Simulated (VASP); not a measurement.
# SiC: what each functional gives for the gap, part 2 of 2

Aim: the gap of SiC on one structure at many levels of theory. The starting structure is a computed structure from the Materials Project. Cell and atoms stay as given. Meshes and data sets differ where the inputs say so.

VASP 6.6.1.

Results so far: LDA 2.167 eV; PBE 2.225 eV.

### Step 4. Bands with r2SCAN

Level of this step: r2SCAN; plane waves and PAW (Si, C) (VASP).

r2SCAN adds the kinetic-energy density, costs more than a GGA and is run with LASPH.

Contents of INCAR:

```
SYSTEM = SiC
PREC = Accurate
ENCUT = 460
EDIFF = 1E-06
NELM = 100
ISMEAR = 0
SIGMA = 0.03
LREAL = .FALSE.
ALGO = Normal
METAGGA = R2SCAN
LASPH = .TRUE.
NBANDS = 36
LORBIT = 11
LWAVE = .FALSE.
LCHARG = .FALSE.
KPAR = 8
```

Contents of POSCAR:

```
SiC
1.0
    3.0756941497      0.0000000000      0.0000000000
   -1.5378470748      2.6636292679      0.0000000000
    0.0000000000      0.0000000000     10.0706464800
Si C
4 4
Direct
    0.0000000000      0.0000000000      0.1878943800
    0.0000000000      0.0000000000      0.6878943800
    0.3333333333      0.6666666667      0.4378419800
    0.6666666667      0.3333333333      0.9378419800
    0.0000000000      0.0000000000      0.0004600500
    0.0000000000      0.0000000000      0.5004600500
    0.3333333333      0.6666666667      0.2498025900
    0.6666666667      0.3333333333      0.7498025900
```

Contents of KPOINTS:

```
Automatic mesh
0
Gamma
8 8 2
0 0 0
```

Contents of KPOINTS_OPT:

```
Line mode
8
Line-mode
Reciprocal
  0.00000000   0.00000000   0.00000000 GAMMA
  0.50000000   0.00000000   0.00000000 M

  0.50000000   0.00000000   0.00000000 M
  0.33333333   0.33333333   0.00000000 K

  0.33333333   0.33333333   0.00000000 K
  0.00000000   0.00000000   0.00000000 GAMMA

  0.00000000   0.00000000   0.00000000 GAMMA
  0.00000000   0.00000000   0.50000000 A

  0.00000000   0.00000000   0.50000000 A
  0.50000000   0.00000000   0.50000000 L

  0.50000000   0.00000000   0.50000000 L
  0.33333333   0.33333333   0.50000000 H

  0.33333333   0.33333333   0.50000000 H
  0.00000000   0.00000000   0.50000000 A

  0.50000000   0.00000000   0.50000000 L
  0.50000000   0.00000000   0.00000000 M

  0.33333333   0.33333333   0.00000000 K
  0.33333333   0.33333333   0.50000000 H
```

PAW data sets: Si and C (PBE family, release 64).

Started as:

```bash
> mpirun -np 8 vasp_std
```

Log:

```text
[banner, memory and clock lines left out]
running    8 mpi-ranks, on    1 nodes
[...]
[... a notice as in an earlier step ...]

|                                                                             |
|               ----> ADVICE to this user running VASP <----                  |
|                                                                             |
|     You enforced a specific xc type in the INCAR file but a different       |
|     [... a line on the potential file left out ...]
|     I HOPE YOU KNOW WHAT YOU ARE DOING!                                     |
|                                                                             |

 LDA part: xc-table for (None), standard interpolation
 POSCAR, INCAR and KPOINTS ok, starting setup
[...]
entering main loop
       N       E                     dE             d eps       ncg     rms          rms(c)
DAV:   1     0.274505780861E+02    0.27451E+02   -0.13107E+04  1440   0.753E+02
DAV:   2    -0.840501190476E+02   -0.11150E+03   -0.10454E+03  1800   0.156E+02
[...]
DAV:  11    -0.773150279894E+02   -0.42752E-04   -0.79112E-05  1632   0.541E-02    0.263E-02
DAV:  12    -0.773150249016E+02    0.30878E-05   -0.10913E-05  1728   0.137E-02    0.726E-03
DAV:  13    -0.773150249366E+02   -0.34958E-07   -0.40797E-07   892   0.291E-03
   1 F= -.77315025E+02 E0= -.77315025E+02  d E =-.513972E-22
 Start KPOINTS_OPT (optional k-point list driver)
k-point batch [1-20\72]
       N       E                     dE             ncg
DAV:   1     0.332959101145E+04   -0.15352E+05     1440
DAV:   2     0.122102245397E+04   -0.21086E+04     1784
DAV:   3     0.112958482476E+04   -0.91438E+02     1896
DAV:   4     0.112894650662E+04   -0.63832E+00     1788
DAV:   5     0.112894164147E+04   -0.48652E-02     1820
DAV:   6     0.112894159047E+04   -0.50994E-04     1812
DAV:   7     0.112894158992E+04   -0.55102E-06     1520
[...]
k-point batch [61-72\72]
       N       E                     dE             ncg
DAV:   1     0.730811708319E+04   -0.13266E+05      864
DAV:   2     0.614808171990E+04   -0.11600E+04     1048
DAV:   3     0.610181836361E+04   -0.46263E+02     1192
DAV:   4     0.610150715833E+04   -0.31121E+00     1068
DAV:   5     0.610150480670E+04   -0.23516E-02     1044
DAV:   6     0.610150478269E+04   -0.24005E-04     1116
DAV:   7     0.610150478245E+04   -0.24116E-06      856
```

Elapsed: 26 s, on 8 MPI ranks of Intel Xeon 6975P-C (Granite Rapids), shared host; peak memory 2 GiB; 3.4 min of CPU time.

From OUTCAR (step 4):

```text
  Total        0.0992929      0.0992929      0.0908125      0.0000000      0.0000000     -0.0000000
  in kB        1.9282104      1.9282104      1.7635266      0.0000000      0.0000000     -0.0000000
  external PRESSURE =       1.8733158 kB  Pullay stress =       0.0000000 kB

 POSITION                                       TOTAL-FORCE (eV/Angst)
 -----------------------------------------------------------------------------------
      0.00000      0.00000      1.89222        -0.000000     -0.000000     -0.002117
      0.00000      0.00000      6.92754         0.000000     -0.000000     -0.002117
     -0.00000      1.77575      4.40935        -0.000000      0.000000      0.001161
      1.53785      0.88788      9.44468         0.000000      0.000000      0.001161
      0.00000      0.00000      0.00463        -0.000000      0.000000      0.001646
      0.00000      0.00000      5.03996         0.000000      0.000000      0.001646
     -0.00000      1.77575      2.51567         0.000000      0.000000     -0.000690
      1.53785      0.88788      7.55100        -0.000000      0.000000     -0.000690
 -----------------------------------------------------------------------------------
    total drift:                                0.000000      0.000000      0.001961

  FREE ENERGIE OF THE ION-ELECTRON SYSTEM (eV)
  ---------------------------------------------------
  free  energy   TOTEN  =       -77.3150249366 eV

  energy  without entropy=      -77.3150249366  energy(sigma->0) =      -77.31502494

[... 2 parts as in an earlier step ...]

[... 1 further part left out ...]
[key lines of the parts left out:]
E-fermi :   8.2866
```

r2SCAN gives a least gap of 2.610 eV, and a least direct gap of 3.790 eV. The least gap is +0.443 eV from that of LDA.

### Step 5. Bands with TB-mBJ

TB-mBJ is a local potential fitted to gaps: it costs far less than a hybrid but gives no energy. Its energies, forces and stress mean nothing.

INCAR: that of step 4 with these lines changed.

```diff
@@ -4,3 +4,3 @@
 EDIFF = 1E-06
-NELM = 100
+NELM = 150
 ISMEAR = 0
@@ -9,3 +9,3 @@
 ALGO = Normal
-METAGGA = R2SCAN
+METAGGA = MBJ
 LASPH = .TRUE.
```

POSCAR is that of step 4.

KPOINTS is that of step 4.

KPOINTS_OPT is that of step 4.

Started as:

```bash
> mpirun -np 8 vasp_std
```

Log:

```text
[banner, memory and clock lines left out]
running    8 mpi-ranks, on    1 nodes
[...]
[... a notice as in an earlier step ...]

 [... a notice as in an earlier step ...]

 LDA part: xc-table for (None), standard interpolation
 POSCAR, INCAR and KPOINTS ok, starting setup
[...]
entering main loop
       N       E                     dE             d eps       ncg     rms          rms(c)
DAV:   1     0.188717576117E+03    0.18872E+03   -0.12683E+04  1440   0.729E+02
DAV:   2     0.801624236537E+02   -0.10856E+03   -0.10180E+03  1812   0.151E+02
DAV:   3     0.749551564532E+02   -0.52073E+01   -0.51529E+01  1776   0.277E+01
DAV:   4     0.749196193191E+02   -0.35537E-01   -0.35520E-01  1664   0.267E+00
[...]
DAV:  40     0.921880714158E+02    0.25836E-05   -0.53075E-14   756   0.818E-06    0.216E-06
DAV:  41     0.921880730603E+02    0.16445E-05    0.36997E-13   756   0.479E-06    0.129E-06
DAV:  42     0.921880733419E+02    0.28167E-06   -0.19835E-12   756   0.274E-06
   1 F= 0.92188073E+02 E0= 0.92188073E+02  d E =-.107668E-11
 Start KPOINTS_OPT (optional k-point list driver)
k-point batch [1-20\72]
       N       E                     dE             ncg
DAV:   1     0.339804710051E+04   -0.15284E+05     1440
DAV:   2     0.131568751482E+04   -0.20824E+04     1776
DAV:   3     0.122951235212E+04   -0.86175E+02     1848
DAV:   4     0.122898836257E+04   -0.52399E+00     1748
DAV:   5     0.122898562167E+04   -0.27409E-02     1760
DAV:   6     0.122898560264E+04   -0.19032E-04     1796
DAV:   7     0.122898560250E+04   -0.14309E-06     1468
[...]
k-point batch [61-72\72]
       N       E                     dE             ncg
DAV:   1     0.735743620104E+04   -0.13217E+05      864
DAV:   2     0.621270099639E+04   -0.11447E+04     1064
DAV:   3     0.616879208278E+04   -0.43909E+02     1164
DAV:   4     0.616853970936E+04   -0.25237E+00     1040
DAV:   5     0.616853843275E+04   -0.12766E-02     1044
DAV:   6     0.616853842443E+04   -0.83204E-05     1112
DAV:   7     0.616853842437E+04   -0.55526E-07      856
```

Elapsed: 22 s, on 8 MPI ranks; peak memory 2.1 GiB.

Parts of OUTCAR (step 5):

```text
  Total       43.5865591     43.5865591     43.8177868      0.0000000      0.0000000      0.0000000
  in kB      846.4258000    846.4258000    850.9161067      0.0000000      0.0000000      0.0000000
  external PRESSURE =     847.9225689 kB  Pullay stress =       0.0000000 kB

 POSITION                                       TOTAL-FORCE (eV/Angst)
 -----------------------------------------------------------------------------------
      0.00000      0.00000      1.89222         0.000000     -0.000000     -0.058504
      0.00000      0.00000      6.92754        -0.000000      0.000000     -0.058504
     -0.00000      1.77575      4.40935        -0.000000      0.000000      0.104863
      1.53785      0.88788      9.44468         0.000000     -0.000000      0.104863
      0.00000      0.00000      0.00463         0.000000      0.000000      0.010691
      0.00000      0.00000      5.03996        -0.000000      0.000000      0.010691
     -0.00000      1.77575      2.51567         0.000000      0.000000     -0.057051
      1.53785      0.88788      7.55100        -0.000000      0.000000     -0.057051
 -----------------------------------------------------------------------------------
    total drift:                               -0.000000     -0.000001      0.068057

  FREE ENERGIE OF THE ION-ELECTRON SYSTEM (eV)
  ---------------------------------------------------
  free  energy   TOTEN  =        92.1880733419 eV

  energy  without entropy=       92.1880733420  energy(sigma->0) =       92.18807334

[... 2 parts as in an earlier step ...]

[... 1 further part left out ...]
[key lines of the parts left out:]
E-fermi :   8.1207
```

TB-mBJ gives a least gap of 3.176 eV, and a least direct gap of 4.347 eV. The least gap is +1.009 eV from that of LDA.

### Step 6. Bands with HSE06

HSE06 mixes in a quarter of exact exchange at short range, at far higher cost; in semiconductors this cures much of the gap error, while metals seldom gain. This run uses a 5×5×2 mesh. Its starting orbitals come from a semilocal run on the same mesh, not shown.

Contents of INCAR:

```
SYSTEM = SiC
PREC = Accurate
ENCUT = 460
EDIFF = 1E-06
NELM = 100
ISMEAR = 0
SIGMA = 0.03
LREAL = .FALSE.
ALGO = Normal
LHFCALC = .TRUE.
AEXX = 0.25
GGA = PE
HFSCREEN = 0.2
LASPH = .TRUE.
NBANDS = 24
PRECFOCK = Fast
LORBIT = 11
LWAVE = .FALSE.
LCHARG = .FALSE.
KPAR = 4
```

POSCAR is that of step 5.

Contents of KPOINTS:

```
Automatic mesh
0
Gamma
5 5 2
0 0 0
```

KPOINTS_OPT is that of step 5.

Started as:

```bash
> mpirun -np 8 vasp_std
```

Log:

```text
[banner, memory and clock lines left out]
running    8 mpi-ranks, on    1 nodes
[...]
[... a notice as in an earlier step ...]

 LDA part: xc-table for (Slater+PW92), standard interpolation
 found WAVECAR, reading the header
 POSCAR, INCAR and KPOINTS ok, starting setup
[...]
reading WAVECAR
 the WAVECAR file was read successfully
 initial charge from wavefunction
 entering main loop
       N       E                     dE             d eps       ncg     rms          rms(c)
DAV:   1    -0.697967791495E+02   -0.69797E+02   -0.26772E+00   480   0.109E+01    0.676E+00
DAV:   2    -0.698119914570E+02   -0.15212E-01   -0.85742E-02   600   0.167E+00    0.515E+00
DAV:   3    -0.698047921903E+02    0.71993E-02   -0.63968E-03   608   0.394E-01    0.300E+00
DAV:   4    -0.698030280457E+02    0.17641E-02   -0.18228E-03   608   0.191E-01    0.170E+00
[...]
DAV:   9    -0.698021461043E+02    0.64384E-05   -0.20122E-06   400   0.102E-02    0.997E-02
DAV:  10    -0.698021445079E+02    0.15965E-05   -0.94337E-07   320   0.711E-03    0.561E-02
DAV:  11    -0.698021442715E+02    0.23638E-06   -0.27754E-07   344   0.383E-03
   1 F= -.69802144E+02 E0= -.69802144E+02  d E =-.386169E-20
 Start KPOINTS_OPT (optional k-point list driver)
k-point batch [1-10\72]
       N       E                     dE             ncg
DAV:   1     0.194202292607E+04   -0.49966E+04      480
DAV:   2     0.595720384221E+03   -0.13463E+04      600
DAV:   3     0.426517960918E+03   -0.16920E+03      608
DAV:   4     0.422476624060E+03   -0.40413E+01      624
DAV:   5     0.422389385435E+03   -0.87239E-01      584
DAV:   6     0.422387428576E+03   -0.19569E-02      560
DAV:   7     0.422387366302E+03   -0.62273E-04      504
DAV:   8     0.422387363496E+03   -0.28065E-05      432
DAV:   9     0.422387363332E+03   -0.16425E-06      400
[...]
k-point batch [71-72\72]
       N       E                     dE             ncg
DAV:   1     0.107909107039E+05   -0.23237E+04       96
DAV:   2     0.105702040645E+05   -0.22071E+03      112
DAV:   3     0.105519560044E+05   -0.18248E+02      128
DAV:   4     0.105515796646E+05   -0.37634E+00      128
DAV:   5     0.105515740769E+05   -0.55877E-02      120
DAV:   6     0.105515739916E+05   -0.85248E-04      112
DAV:   7     0.105515739903E+05   -0.13522E-05       96
DAV:   8     0.105515739902E+05   -0.35479E-07       80
```

It took 3.3 min on 8 MPI ranks; peak memory 2.5 GiB; 26 min of CPU time.

OUTCAR, selected parts (step 6):

```text
 POSITION                                       TOTAL-FORCE (eV/Angst)
 -----------------------------------------------------------------------------------
      0.00000      0.00000      1.89222        -0.000000      0.000000      0.022242
      0.00000      0.00000      6.92754         0.000000     -0.000000      0.022242
     -0.00000      1.77575      4.40935         0.000000     -0.000000      0.014696
      1.53785      0.88788      9.44468        -0.000000      0.000000      0.014696
      0.00000      0.00000      0.00463         0.000000      0.000000     -0.017785
      0.00000      0.00000      5.03996        -0.000000     -0.000000     -0.017785
     -0.00000      1.77575      2.51567         0.000000      0.000000     -0.019153
      1.53785      0.88788      7.55100         0.000000      0.000000     -0.019153
 -----------------------------------------------------------------------------------
    total drift:                                0.000000      0.000000     -0.000444

  FREE ENERGIE OF THE ION-ELECTRON SYSTEM (eV)
  ---------------------------------------------------
  free  energy   TOTEN  =       -69.8021442715 eV

  energy  without entropy=      -69.8021442715  energy(sigma->0) =      -69.80214427

[... 1 part as in an earlier step ...]

[... 2 further parts left out ...]
[key lines of the parts left out:]
E-fermi :   7.7837
```

HSE06 gives a least gap of 3.168 eV, and a least direct gap of 4.408 eV. The least gap is +1.001 eV from that of LDA, on another mesh, which alone can move a gap by some hundredths of an eV.

### Step 7. The runs compared

| level | gap (eV) | least direct gap (eV) | mesh | core minutes |
| --- | --- | --- | --- | --- |
| LDA | 2.167 | 3.291 | 8×8×2 | 1.12 |
| PBE | 2.225 | 3.347 | 8×8×2 | 1.31 |
| r2SCAN | 2.61 | 3.79 | 8×8×2 | 3.47 |
| TB-mBJ | 3.176 | 4.347 | 8×8×2 | 2.93 |
| HSE06 | 3.168 | 4.408 | 5×5×2 | 26.4 |

Core minutes are wall time times ranks of the run shown, on a shared host.

### Step 8. What came out

```
gap, LDA    : 2.167 eV
gap, PBE    : 2.225 eV
gap, r2SCAN : 2.610 eV
gap, TB-mBJ : 3.176 eV
gap, HSE06  : 3.168 eV
```

What this shows: Without spin-orbit coupling the gap of SiC runs from 2.167 eV (LDA) to 3.176 eV (TB-mBJ). HSE06 gives +0.94 eV from PBE, on another mesh, which alone can move a gap by some hundredths of an eV. TB-mBJ lies +0.01 eV from HSE06, on another mesh, which alone can move a gap by some hundredths of an eV. These are gaps between Kohn-Sham or generalised Kohn-Sham levels of a static lattice, without excitons or temperature. Further runs on this material are not shown.

[Lines on the potential files, build, host, timing and source positions are cut from VASP's logs without a mark.]

[Logs are printed without paths, hosts, clocks, repeated set-up lines and the standing remarks that a program may print on its own settings, such as how far it seeks lower states.]

[Hosts, paths, dates, database ids (printed as entryN), source tags and the programs' standing remarks are cut or masked in the printed files.]
